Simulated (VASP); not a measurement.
Consider the following.

```
RuZnO3
1.0
    3.61166     0.00000     0.00000
    0.00000     3.61166     0.00000
    0.00000     0.00000     3.69504
Ru Zn O
1 1 3
Direct
  0.50000   0.50000   0.45170
  0.00000   0.00000   0.00000
  0.50000   0.50000   0.89730
  0.50000   0.00000   0.37850
  0.00000   0.50000   0.37850
```

All values below come from LDA (Ceperley-Alder, Perdew-Zunger), VASP's LDA PAW potentials (set 64) (plane waves; VASP 6.6.1). Run with 400 eV cut-off, 7×7×7 Γ-centred mesh, Fermi-Dirac smearing of 0.14 eV, potentials Ru_pv Zn O.

Question: Give the energies of bands 12 to 25 at the high-symmetry points, in eV from the Fermi level.

Answer: 
```
band      Γ      X      M      Z      R      A
----  -----  -----  -----  -----  -----  -----
12    -6.38  -7.27  -6.85  -7.34  -6.88  -8.87
13    -6.38  -6.79  -6.74  -6.84  -6.78  -6.82
14    -6.22  -6.76  -6.63  -6.79  -6.70  -6.82
15    -5.72  -6.31  -6.04  -6.41  -6.21  -6.81
16    -5.72  -6.03  -6.04  -4.70  -5.63  -6.76
17    -4.64  -5.42  -5.59  -4.70  -5.32  -6.64
18    -4.19  -5.01  -5.59  -4.20  -5.32  -2.76
19    -3.71  -4.29  -4.91  -3.43  -4.44  -2.76
20    -3.71  -4.15  -2.28  -3.43  -2.79  -2.33
21    -3.14  -0.78   0.03  -3.16  -0.11  -1.42
22    -1.68   0.37   0.47   0.82   0.28   0.61
23    -0.89   0.46   0.47   0.82   0.88   0.61
24    -0.89   1.68   1.92   1.61   2.44   1.41
25     1.61   1.98   2.10   1.80   3.27   6.65
```

It has no gap at this level: it comes out as a metal or semimetal.

The structure was generated: ZnRuO3 was put into an ordered model structure, which need not be its known phase. The cell was not relaxed at this level.
